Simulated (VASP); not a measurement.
Runs of VASP 6.6.1 on BaBe5. It takes space group P6/mmm (No. 191, hexagonal). Conventional cell: a = 4.659 Å, b = 4.659 Å, c = 3.759 Å, α = 90.00°, β = 90.00°, γ = 120.00°. Ba (site symmetry 6/mmm) is surrounded by 18 Be at 2.69 to 2.99 Å. Around Be (site symmetry mmm) lie 8 Be at 2.31 to 2.33 Å. Be (site symmetry -6m2) is surrounded by 6 Be at 2.31 Å. The cell was built by a generator and needn't be a form met in nature.

```tsv
task	level	potentials or basis	cell	cutoff (eV)	smearing	gap on the mesh (eV)	pressure (GPa)	relaxed volume (Å³/atom)
single point	PBE	VASP PAW PBE potentials, release 64 (Ba_sv, Be)	as given	520	fermi-dirac 0.05 eV	none	16.8	-
relaxation of cell and atoms	LDA	VASP PAW LDA potentials, release 64 (Ba_sv, Be)	relaxed	600	methfessel-paxton 0.1 eV	none	0.0	13.55
relaxation of cell and atoms	PBE	VASP PAW PBE potentials, release 64 (Ba_sv, Be)	relaxed	600	methfessel-paxton 0.1 eV	none	-0.1	(a)
atomic charges	PBE+ULG	VASP PAW PBE potentials, release 54 (Ba_sv, Be)	as given	520	methfessel-paxton 0.2 eV	none	15.9	-
```

Alike in all rows: no spin polarisation; k mesh 7 × 7 × 7.

Problem. Fill in the values left out.

Solution. (a) 14.38.

Caveats: so large a pressure means that the cell lies far from this level's equilibrium, or that cutoff or potentials fall short (some runs); the volume moved by over 15 % at a fixed basis, so the end points are rough (some runs); atom-pairwise D2, TS and ULG terms overbind metals (some runs); pairwise dispersion overbinds metals, which lowers pressure and volume (some runs).

A k mesh can miss the band edges, and the runs leave out spin-orbit coupling on Ba.

A gap of «none» marks a metal or a gap under the smearing width.
